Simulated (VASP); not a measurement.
# LaSi3Rh with and without spin-orbit coupling, part 2 of 4

What does spin-orbit coupling change in LaSi3Rh, and what does it cost? All runs use LDA. Left out of this account: at least 1 further run (fields: a reference on another mesh). The start is a computed cell from the Materials Project.

VASP 6.6.1, plane waves and PAW; the level of theory is named at each step.

So far. Step 2 (Bands along the symmetry lines (LDA)): There is no gap at this level.

## 3. Bands along the symmetry lines (LDA + SOC)

This step: LDA, spin-orbit coupling; plane waves and PAW (La, Si, Rh_pv) (VASP 6.6.1).

Levels along the symmetry lines show where the bands peak and cross; KPOINTS_OPT computes them in the converged potential. Spin-orbit coupling needs spinors and the noncollinear program, where each band holds one electron.

INCAR

```
SYSTEM = LaSi3Rh
PREC = Accurate
ENCUT = 400
EDIFF = 1E-06
NELM = 100
ISMEAR = -1
SIGMA = 0.05
LREAL = .FALSE.
ALGO = Normal
GGA = CA
LNONCOLLINEAR = .TRUE.
MAGMOM = 0 0 0 0 0 0 0 0 0 0 0 0 0 0 0
NBANDS = 50
GGA_COMPAT = .FALSE.
LASPH = .TRUE.
LSORBIT = .TRUE.
LMAXMIX = 6
LORBIT = 11
LWAVE = .FALSE.
LCHARG = .FALSE.
KPAR = 4
```

POSCAR

```
LaSi3Rh
1.0
    0.0000000000     -4.2697357800      0.0000000000
   -4.2697357800      0.0000000000      0.0000000000
    2.1348678900     -2.1348678900     -4.9346317700
La Si Rh
1 3 1
Direct
    0.9994988900      0.0005011100      0.0010022200
    0.4119316800      0.5880683200      0.1761366400
    0.2620189200      0.2379810800      0.4759621600
    0.7620189200      0.7379810800      0.4759621600
    0.6545305800      0.3454694200      0.6909388400
```

KPOINTS

```
Automatic mesh
0
Gamma
7 7 7
0 0 0
```

KPOINTS_OPT

```
Line mode
16
Line-mode
Reciprocal
  0.00000000   0.00000000   0.00000000 GAMMA
  0.50000000  -0.50000000   0.50000000 X

  0.50000000  -0.50000000   0.50000000 X
  0.59358420  -0.40641580   0.50000000 Y

  0.59358420  -0.40641580   0.50000000 Y
  0.59358420   0.00000000   0.29679210 S

  0.59358420   0.00000000   0.29679210 S
  0.00000000   0.00000000   0.00000000 GAMMA

  0.00000000   0.00000000   0.00000000 GAMMA
  0.00000000   0.00000000  -0.50000000 Z

  0.00000000   0.00000000  -0.50000000 Z
  0.40641580   0.00000000  -0.29679210 S1

  0.40641580   0.00000000  -0.29679210 S1
  0.50000000   0.00000000   0.00000000 N

  0.50000000   0.00000000   0.00000000 N
  0.50000000  -0.50000000   0.25000000 P

  0.50000000  -0.50000000   0.25000000 P
  0.40641580  -0.40641580  -0.09358420 Y1

  0.40641580  -0.40641580  -0.09358420 Y1
  0.00000000   0.00000000  -0.50000000 Z

  0.50000000  -0.50000000   0.50000000 X
  0.50000000  -0.50000000   0.25000000 P
```

The projector-augmented-wave data sets are La, Si and Rh_pv (LDA family, release 64).

Command:

```console
$ mpirun -np 4 vasp_ncl
```

What it wrote:

```text
[... set-up lines as in an earlier step ...]
 entering main loop
       N       E                     dE             d eps       ncg     rms          rms(c)
DAV:   1     0.371146073503E+03    0.37115E+03   -0.13727E+04  7832   0.163E+03
DAV:   2     0.340391167642E+02   -0.33711E+03   -0.31350E+03  7904   0.392E+02
DAV:   3    -0.292835879816E+02   -0.63323E+02   -0.58713E+02  9842   0.159E+02
DAV:   4    -0.374130927063E+02   -0.81295E+01   -0.76648E+01 12446   0.601E+01
DAV:   5    -0.379519442342E+02   -0.53885E+00   -0.52987E+00 13196   0.148E+01    0.129E+01
DAV:   6    -0.377496215425E+02    0.20232E+00   -0.14360E+01 10120   0.255E+01    0.598E+00
DAV:   7    -0.371209565958E+02    0.62866E+00   -0.50909E+00 10848   0.195E+01    0.417E+00
DAV:   8    -0.371489299297E+02   -0.27973E-01   -0.10434E+00 11480   0.596E+00    0.170E+00
DAV:   9    -0.370980510712E+02    0.50879E-01   -0.24303E-01 11120   0.394E+00    0.522E-01
DAV:  10    -0.370994325997E+02   -0.13815E-02   -0.34242E-02 12416   0.118E+00    0.276E-01
DAV:  11    -0.370989625798E+02    0.47002E-03   -0.19205E-03 11792   0.372E-01    0.123E-01
DAV:  12    -0.370988861589E+02    0.76421E-04   -0.90773E-04 10952   0.217E-01    0.404E-02
DAV:  13    -0.370988898963E+02   -0.37374E-05   -0.12375E-04 12424   0.107E-01    0.150E-02
DAV:  14    -0.370988897130E+02    0.18331E-06   -0.11962E-05 11296   0.238E-02    0.573E-03
DAV:  15    -0.370988896000E+02    0.11297E-06   -0.11599E-06  6624   0.918E-03
   1 F= -.37098890E+02 E0= -.37090995E+02  d E =-.157898E-01  mag=    -0.0000    -0.0000     0.0000
 Start KPOINTS_OPT (optional k-point list driver)
k-point batch [1-70\176]
       N       E                     dE             ncg
DAV:   1     0.163254414309E+05   -0.30511E+05     8074
DAV:   2    -0.724128955550E+04   -0.23567E+05     7866
DAV:   3    -0.117491188468E+05   -0.45078E+04     9800
DAV:   4    -0.123154517690E+05   -0.56633E+03    12314
DAV:   5    -0.123499865869E+05   -0.34535E+02    13130
DAV:   6    -0.123526177067E+05   -0.26311E+01    12254
DAV:   7    -0.123528560214E+05   -0.23831E+00    12832
DAV:   8    -0.123528860068E+05   -0.29985E-01    11832
DAV:   9    -0.123528889753E+05   -0.29685E-02    12760
DAV:  10    -0.123528893693E+05   -0.39392E-03    11704
DAV:  11    -0.123528894046E+05   -0.35302E-04     8656
DAV:  12    -0.123528894098E+05   -0.52390E-05     7408
DAV:  13    -0.123528894105E+05   -0.66405E-06     6152
[...]
k-point batch [141-176\176]
       N       E                     dE             ncg
DAV:   1     0.415239355878E+05   -0.25625E+05     4128
DAV:   2     0.295659560313E+05   -0.11958E+05     4038
DAV:   3     0.271958063949E+05   -0.23701E+04     5098
DAV:   4     0.268886068425E+05   -0.30720E+03     6192
DAV:   5     0.268679204509E+05   -0.20686E+02     6858
DAV:   6     0.268664533505E+05   -0.14671E+01     6064
DAV:   7     0.268663090541E+05   -0.14430E+00     6776
DAV:   8     0.268662942619E+05   -0.14792E-01     5960
DAV:   9     0.268662925853E+05   -0.16767E-02     6760
DAV:  10     0.268662923932E+05   -0.19208E-03     5928
DAV:  11     0.268662923727E+05   -0.20491E-04     4712
DAV:  12     0.268662923705E+05   -0.21619E-05     3840
DAV:  13     0.268662923702E+05   -0.28322E-06     3128
```

Elapsed: 4.2 min, on 4 MPI ranks of Intel Xeon 6975P-C (Granite Rapids), shared host; peak memory 2.7 GiB.

From OUTCAR (step 3):

```text
The static configuration has the point symmetry C_4v.

 Found     70 irreducible k-points:

   k-points           NKPTS =     70   k-points in BZ     NKDIM =     70   number of bands    NBANDS=     50

   NELECT =      38.0000    total number of electrons

 E-fermi :   9.6238

 k-point     1 :       0.0000    0.0000    0.0000
  band No.  band energies     occupation
    ...
     32       7.0663      1.00000
     33       7.8949      1.00000
     34       7.8949      1.00000
     35       7.9956      1.00000
     36       7.9956      1.00000
     37       9.8376      0.01370
     38       9.8376      0.01370
     39       9.9745      0.00090
     40       9.9745      0.00090
     41      10.8840      0.00000
    ...

 k-point     2 :       0.1429    0.0000    0.0000
  band No.  band energies     occupation
    ...
     36       8.2374      1.00000
     37       9.1412      0.99994
     38       9.1445      0.99993
     39       9.4593      0.96408
     40       9.4801      0.94655
     41      10.8944      0.00000
     42      10.9576      0.00000
     43      11.3098      0.00000
     44      11.3227      0.00000
     45      11.7092      0.00000
    ...

  Total       -2.7172178     -2.7172178     -3.2111528      0.0000000      0.0000000      0.0000000
  in kB      -48.3925246    -48.3925246    -57.1893023      0.0000000      0.0000000      0.0000000
  external PRESSURE =     -51.3247838 kB  Pullay stress =       0.0000000 kB

 POSITION                                       TOTAL-FORCE (eV/Angst)
 -----------------------------------------------------------------------------------
     -0.00000     -4.26974     -0.00495         0.000000     -0.000000     -0.090839
     -2.13487     -2.13487     -0.86917        -0.000000      0.000000      0.158403
      0.00000     -2.13487     -2.34870         0.000000      0.000000     -0.046450
     -2.13487     -4.26974     -2.34870        -0.000000     -0.000000     -0.046450
      0.00000     -4.26974     -3.40953         0.000000     -0.000000      0.025334
 -----------------------------------------------------------------------------------
    total drift:                               -0.000013      0.000013     -0.000251

  FREE ENERGIE OF THE ION-ELECTRON SYSTEM (eV)
  ---------------------------------------------------
  free  energy   TOTEN  =       -37.0988896000 eV

  energy  without entropy=      -37.0830997740  energy(sigma->0) =      -37.09099469

 Spin-Orbit-Coupling matrix elements
 Ion:    1  E_soc:     -0.6095201
 Ion:    2  E_soc:     -0.0006009
 Ion:    3  E_soc:     -0.0005499
 Ion:    4  E_soc:     -0.0005499
 Ion:    5  E_soc:     -0.3050190

 total charge
# of ion       s       p       d       f       tot
--------------------------------------------------
    1        2.027   5.636   0.767   0.181   8.612
    2        0.786   0.864   0.000   0.000   1.650
    3        0.789   0.826   0.000   0.000   1.616
    4        0.789   0.826   0.000   0.000   1.616
    5        0.426   6.369   7.296   0.000  14.090
--------------------------------------------------
tot          4.817  14.521   8.063   0.181  27.583

 magnetization (x)
# of ion       s       p       d       f       tot
--------------------------------------------------
    1        0.000   0.000  -0.000   0.000  -0.000
    2        0.000   0.000   0.000   0.000   0.000
    3       -0.000   0.000   0.000   0.000  -0.000
    4        0.000   0.000   0.000   0.000   0.000
    5        0.000   0.000   0.000   0.000   0.000
--------------------------------------------------
tot         -0.000   0.000  -0.000   0.000   0.000

 magnetization (y)
# of ion       s       p       d       f       tot
--------------------------------------------------
    1        0.000   0.000   0.000   0.000   0.000
    2        0.000  -0.000   0.000   0.000  -0.000
    3        0.000   0.000   0.000   0.000   0.000
    4        0.000  -0.000   0.000   0.000  -0.000
    5       -0.000   0.000   0.000   0.000   0.000
--------------------------------------------------
tot          0.000   0.000   0.000   0.000   0.000

 magnetization (z)
# of ion       s       p       d       f       tot
--------------------------------------------------
    1       -0.000   0.000   0.000  -0.000  -0.000
    2       -0.000  -0.000   0.000   0.000  -0.000
    3        0.000   0.000   0.000   0.000   0.000
    4        0.000   0.000   0.000   0.000   0.000
    5        0.000   0.000   0.000   0.000   0.000
--------------------------------------------------
tot          0.000   0.000   0.000  -0.000   0.000

[... 6 parts as in an earlier step ...]

[... 6 further parts left out ...]
```

Numbers from this step:

- SCF cycles: 15
- bands: 50
- irreducible k-points: 70
- free energy (TOTEN): -37.10 eV
- energy at zero smearing: -37.09 eV

On-site spin-orbit energy by atom:

| atom | on-site spin-orbit energy (eV) |
| --- | --- |
| La1 | -0.610 |
| Si2 | -0.001 |
| Si3 | -0.001 |
| Si4 | -0.001 |
| Rh5 | -0.305 |

The electronic bands at the labelled points (eV, zero at the Fermi level; # counts the bands kept in this run, so #1 is VASP's band 15):

| point | #21 | #22 | #23 | #24 | #25 | #26 | #27 | #28 |
| --- | --- | --- | --- | --- | --- | --- | --- | --- |
| Γ | -1.63 | -1.63 | 0.21 | 0.21 | 0.35 | 0.35 | 1.26 | 1.26 |
| 0.47 of the way | -1.38 | -1.36 | -1.02 | -0.95 | 0.31 | 0.31 | 1.60 | 1.70 |
| X | -2.08 | -2.08 | -1.75 | -1.75 | 1.85 | 1.85 | 1.94 | 1.94 |
| 0.47 of the way | -2.13 | -2.03 | -1.74 | -1.63 | 1.79 | 1.81 | 1.95 | 1.95 |
| Y | -2.08 | -1.99 | -1.56 | -1.41 | 1.63 | 1.66 | 1.95 | 1.96 |
| 0.47 of the way | -1.16 | -1.06 | -0.99 | -0.98 | 0.97 | 0.99 | 1.62 | 1.64 |
| S | -1.21 | -1.21 | -0.32 | -0.25 | 0.58 | 0.63 | 1.67 | 1.73 |
| 0.47 of the way | -1.44 | -1.40 | -1.13 | -1.04 | -0.93 | -0.86 | 1.64 | 1.72 |
| Γ | -1.63 | -1.63 | 0.21 | 0.21 | 0.35 | 0.35 | 1.26 | 1.26 |
| 0.53 of the way | -0.99 | -0.99 | 0.70 | 0.70 | 0.86 | 0.86 | 0.88 | 0.88 |
| Z | -0.19 | -0.19 | 0.77 | 0.77 | 0.84 | 0.84 | 1.43 | 1.43 |
| 0.53 of the way | -0.02 | 0.04 | 0.57 | 0.64 | 1.18 | 1.19 | 1.28 | 1.31 |
| S1 | -1.21 | -1.21 | -0.32 | -0.25 | 0.58 | 0.63 | 1.67 | 1.73 |
| 0.53 of the way | -1.38 | -1.35 | -0.45 | -0.42 | 0.20 | 0.25 | 1.58 | 1.61 |
| N | -1.29 | -1.29 | -0.48 | -0.48 | 0.04 | 0.04 | 1.47 | 1.47 |
| 0.53 of the way | -1.75 | -1.65 | -1.05 | -0.99 | 1.08 | 1.08 | 1.70 | 1.77 |
| P | -2.36 | -2.36 | -1.83 | -1.83 | 1.35 | 1.35 | 1.99 | 1.99 |
| 0.47 of the way | -2.21 | -2.18 | -1.72 | -1.66 | 1.55 | 1.55 | 1.94 | 1.97 |
| Y1 | -2.08 | -1.99 | -1.56 | -1.41 | 1.63 | 1.66 | 1.95 | 1.96 |
| 0.47 of the way | -0.37 | -0.37 | 0.00 | 0.02 | 0.24 | 0.25 | 0.79 | 0.80 |
| Z | -0.19 | -0.19 | 0.77 | 0.77 | 0.84 | 0.84 | 1.43 | 1.43 |
| jump to X | -2.08 | -2.08 | -1.75 | -1.75 | 1.85 | 1.85 | 1.94 | 1.94 |
| 0.53 of the way | -2.17 | -2.17 | -1.79 | -1.79 | 1.57 | 1.57 | 1.96 | 1.96 |
| P | -2.36 | -2.36 | -1.83 | -1.83 | 1.35 | 1.35 | 1.99 | 1.99 |

Of the projections kept (La, Si, Rh), the largest for each band there, as a share of the weight inside these atoms' spheres; weight between the spheres isn't counted:

| point | #21 | #22 | #23 | #24 | #25 | #26 | #27 | #28 |
| --- | --- | --- | --- | --- | --- | --- | --- | --- |
| Γ | Rh 0.77 | Rh 0.77 | Si 0.49 | Si 0.49 | Si 0.46 | Si 0.46 | Si 0.54 | Si 0.54 |
| X | Rh 0.50 | Rh 0.50 | Rh 0.78 | Rh 0.78 | La 0.82 | La 0.82 | La 0.95 | La 0.95 |
| Y | Rh 0.80 | Rh 0.79 | Rh 0.64 | Rh 0.62 | La 0.80 | La 0.79 | La 0.92 | La 0.91 |
| S | Si 0.54 | Si 0.49 | Rh 0.46 | Rh 0.47 | Rh 0.49 | Rh 0.50 | La 0.73 | La 0.70 |
| Γ | Rh 0.77 | Rh 0.77 | Si 0.49 | Si 0.49 | Si 0.46 | Si 0.46 | Si 0.54 | Si 0.54 |
| Z | Si 0.54 | Si 0.54 | La 0.73 | La 0.73 | La 0.73 | La 0.73 | La 0.68 | La 0.68 |

Force by atom:

| atom | x (eV/Å) | y (eV/Å) | z (eV/Å) | size |
| --- | --- | --- | --- | --- |
| La1 | 0.000 | 0.000 | -0.091 | 0.091 |
| Si2 | 0.000 | 0.000 | 0.158 | 0.158 |
| Si3 | 0.000 | 0.000 | -0.046 | 0.046 |
| Si4 | 0.000 | 0.000 | -0.046 | 0.046 |
| Rh5 | 0.000 | 0.000 | 0.025 | 0.025 |

There is no gap at this level. Without the coupling there was no gap either. The run took 6.1 times the core time, with 50 spinor bands against 34.

Of the bands kept, 6 cross the Fermi level on this path (spinor bands, one electron each).

(Continued in part 3 of 4.)

[Lines on the potential files, build, host, timing and source positions are cut from VASP's logs without a mark.]

[Logs are printed without paths, hosts, clocks, repeated set-up lines and the standing remarks that a program may print on its own settings, such as how far it seeks lower states.]

[Hosts, paths, dates, database ids (printed as entryN), source tags and the programs' standing remarks are cut or masked in the printed files.]

[A measured line is paired with the nearest computed mode of its activity, which favours agreement.]

[In band tables of VASP the shares of atoms and orbitals are scaled to a sum of 1 inside the atoms' spheres.]
